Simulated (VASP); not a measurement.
A VASP calculation is set up with these files.

**POSCAR**
```
PdIn
1
    3.2500000000     0.0000000000     0.0000000000
    0.0000000000     3.2500000000     0.0000000000
    0.0000000000     0.0000000000     3.2500000000
In Pd
1 1
Direct
  0.5000000000   0.5000000000   0.5000000000
  0.0000000000   0.0000000000   0.0000000000
```

INCAR:
```
SYSTEM = PdIn
PREC = Accurate
ENCUT = 400
EDIFF = 1E-6
NELM = 100
ALGO = Normal
LREAL = .FALSE.
LASPH = .TRUE.
ISMEAR = 1
SIGMA = 0.1
GGA = PE
LMAXMIX = 4
LWAVE = .FALSE.
LCHARG = .FALSE.
ISIF = 2
LEPSILON = .TRUE.
```

File KPOINTS:
```
Automatic mesh
0
Gamma
9 9 9
0 0 0
```

POTCAR, in this order: In_d Pd (PBE.64 set). Program: vasp_std.

Question: What happens when VASP runs on this input?

Answer: There is a fault: LEPSILON was set for a metal. The run ends without an error. Against the sound run, the energy per atom (σ→0) stays essentially unchanged; the pressure hardly moves.

**standard output**
```
...
  Direction:   3
       N       E                     dE             d eps       ncg     rms          rms(c)
RMM:   1    -0.419409309115E+00   -0.41941E+00   -0.13712E+00  1536   0.599E+00
RMM:   2    -0.500563327077E+00   -0.81154E-01   -0.31186E-02  1776   0.141E+00
RMM:   3    -0.501381476769E+00   -0.81815E-03   -0.42324E-03  1957   0.465E-01
RMM:   4    -0.501487837708E+00   -0.10636E-03   -0.31327E-04  1929   0.125E-01
RMM:   5    -0.501493470129E+00   -0.56324E-05   -0.27239E-05  1948   0.458E-02
RMM:   6    -0.501494561627E+00   -0.10915E-05   -0.91891E-06  1856   0.173E-02
RMM:   7    -0.501494647060E+00   -0.85433E-07   -0.58955E-07  1658   0.734E-03
 change of polarisation eV/A/(eV/A) component  3 :    -0.000    -0.084     1.003
 dielectric tensor                  component  3 :    -0.000    -0.441     6.287
 Linear response to external field, progress :
  Direction:   1
       N       E                     dE             d eps       ncg     rms          rms(c)
RMM:   1    -0.623862714428E+00   -0.62386E+00   -0.21338E+00  3412   0.672E+00
RMM:   2    -0.791097426199E+00   -0.16723E+00   -0.48787E-02  3873   0.156E+00    0.701E-01
RMM:   3    -0.783104972891E+00    0.79925E-02   -0.23401E-02  3977   0.913E-01    0.455E-01
RMM:   4    -0.782586883074E+00    0.51809E-03   -0.93143E-03  3932   0.575E-01    0.163E-01
RMM:   5    -0.782770066158E+00   -0.18318E-03   -0.70538E-04  3958   0.240E-01    0.519E-02
RMM:   6    -0.782857430393E+00   -0.87364E-04   -0.86141E-05  4244   0.786E-02    0.203E-02
RMM:   7    -0.782868345937E+00   -0.10916E-04   -0.12811E-05  4135   0.305E-02    0.440E-03
RMM:   8    -0.782881854701E+00   -0.13509E-04   -0.31204E-07  4016   0.134E-02    0.336E-03
RMM:   9    -0.782886594011E+00   -0.47393E-05   -0.48499E-06  3747   0.556E-03    0.243E-04
RMM:  10    -0.782885189762E+00    0.14042E-05    0.67843E-07  2807   0.226E-03    0.173E-04
RMM:  11    -0.782884572070E+00    0.61769E-06    0.41864E-07  1808   0.108E-03    0.315E-04
 change of polarisation eV/A/(eV/A) component  1 :     1.561    -0.471    -0.092
 dielectric tensor                  component  1 :     9.231    -2.485    -0.487
 Linear response to external field, progress :
  Direction:   2
       N       E                     dE             d eps       ncg     rms          rms(c)
RMM:   1    -0.623866566886E+00   -0.62387E+00   -0.21339E+00  3412   0.672E+00
RMM:   2    -0.791102301039E+00   -0.16724E+00   -0.48839E-02  3872   0.156E+00    0.701E-01
RMM:   3    -0.783109390885E+00    0.79929E-02   -0.23404E-02  3983   0.913E-01    0.455E-01
RMM:   4    -0.782590101470E+00    0.51929E-03   -0.92881E-03  3937   0.574E-01    0.163E-01
RMM:   5    -0.782774027765E+00   -0.18393E-03   -0.70131E-04  3963   0.239E-01    0.517E-02
RMM:   6    -0.782860878387E+00   -0.86851E-04   -0.85689E-05  4236   0.785E-02    0.202E-02
RMM:   7    -0.782871588565E+00   -0.10710E-04   -0.15409E-05  4140   0.305E-02    0.439E-03
RMM:   8    -0.782885059320E+00   -0.13471E-04   -0.12664E-07  4014   0.135E-02    0.340E-03
RMM:   9    -0.782890396561E+00   -0.53372E-05    0.21155E-06  3747   0.558E-03    0.941E-04
RMM:  10    -0.782887925590E+00    0.24710E-05   -0.50774E-07  2854   0.232E-03    0.562E-04
RMM:  11    -0.782887739222E+00    0.18637E-06    0.47722E-07  1787   0.108E-03    0.358E-04
 change of polarisation eV/A/(eV/A) component  2 :    -0.469     1.561    -0.095
 dielectric tensor                  component  2 :    -2.474     9.231    -0.498
 Linear response to external field, progress :
  Direction:   3
       N       E                     dE             d eps       ncg     rms          rms(c)
RMM:   1    -0.624120620698E+00   -0.62412E+00   -0.21364E+00  3400   0.670E+00
RMM:   2    -0.791104144052E+00   -0.16698E+00   -0.48639E-02  3868   0.156E+00    0.701E-01
RMM:   3    -0.783110331718E+00    0.79938E-02   -0.23333E-02  3964   0.911E-01    0.456E-01
RMM:   4    -0.782590153653E+00    0.52018E-03   -0.93249E-03  3932   0.576E-01    0.163E-01
RMM:   5    -0.782771977977E+00   -0.18182E-03   -0.69738E-04  3952   0.238E-01    0.520E-02
RMM:   6    -0.782860498072E+00   -0.88520E-04   -0.84615E-05  4233   0.779E-02    0.200E-02
RMM:   7    -0.782871439612E+00   -0.10942E-04   -0.14158E-05  4132   0.301E-02    0.447E-03
RMM:   8    -0.782884423483E+00   -0.12984E-04   -0.13755E-06  4015   0.132E-02    0.336E-03
RMM:   9    -0.782889864087E+00   -0.54406E-05    0.35554E-07  3712   0.552E-03    0.830E-04
RMM:  10    -0.782887716568E+00    0.21475E-05    0.28537E-07  2776   0.230E-03    0.457E-04
RMM:  11    -0.782887428329E+00    0.28824E-06    0.56856E-07  1787   0.106E-03    0.299E-04
 change of polarisation eV/A/(eV/A) component  3 :    -0.109    -0.455     1.561
 dielectric tensor                  component  3 :    -0.576    -2.397     9.231
 Born effective charges drift removed
```

File OUTCAR:
```
------------------------ aborting loop because EDIFF is reached ----------------------------------------

 HEAD OF MICROSCOPIC STATIC DIELECTRIC TENSOR (INDEPENDENT PARTICLE, excluding Hartree and local field effects)
 ------------------------------------------------------
           9.357650    -0.000000     0.000000
           0.000000     9.357650    -0.000000
          -0.000000    -0.000000     9.357650
 ------------------------------------------------------

 MACROSCOPIC STATIC DIELECTRIC TENSOR (including local field effects in DFT)
 ------------------------------------------------------
           9.231044    -0.000000    -0.000000
          -0.000000     9.231044    -0.000000
           0.000000    -0.000000     9.231044
 ------------------------------------------------------

 PIEZOELECTRIC TENSOR (including local field effects)  for field in x, y, z        (e  Angst)
          XX          YY          ZZ          XY          YZ          ZX
  --------------------------------------------------------------------------------
  x     0.00000     0.00000     0.00000     0.00000     0.00000     0.00000
  y     0.00000     0.00000     0.00000     0.00000     0.00000     0.00000
  z     0.00000     0.00000     0.00000     0.00000     0.00000     0.00000

 PIEZOELECTRIC TENSOR (including local field effects)  for field in x, y, z        (C/m^2)
          XX          YY          ZZ          XY          YZ          ZX
  --------------------------------------------------------------------------------
  x     0.00000     0.00000     0.00000     0.00000     0.00000     0.00000
  y     0.00000     0.00000     0.00000     0.00000     0.00000     0.00000
  z     0.00000     0.00000     0.00000     0.00000     0.00000     0.00000

 BORN EFFECTIVE CHARGES (including local field effects) (in |e|, cummulative output)
 ---------------------------------------------------------------------------------
 ion    1
    1     2.64978     0.00000    -0.00000
    2     0.00000     2.64978    -0.00000
    3     0.00000    -0.00000     2.64978
 ion    2
    1    -2.64978    -0.00000     0.00000
    2    -0.00000    -2.64978     0.00000
    3     0.00000     0.00000    -2.64978
```
(Selected blocks of OUTCAR.)

To mend it, drop LEPSILON, since a metal has no finite static dielectric tensor or Born charges. The plain static run on this cell (PBE GGA, plane waves, VASP's PBE PAW potentials (set 64)) converges, and its OSZICAR ends with
```
   1 F= -.87011223E+01 E0= -.87017787E+01  d E =0.196916E-02
```

The compound is PdIn in the CsCl type structure. The cell was not relaxed at this level. The electron count is odd and the run is not spin-polarised, which forces a metal.
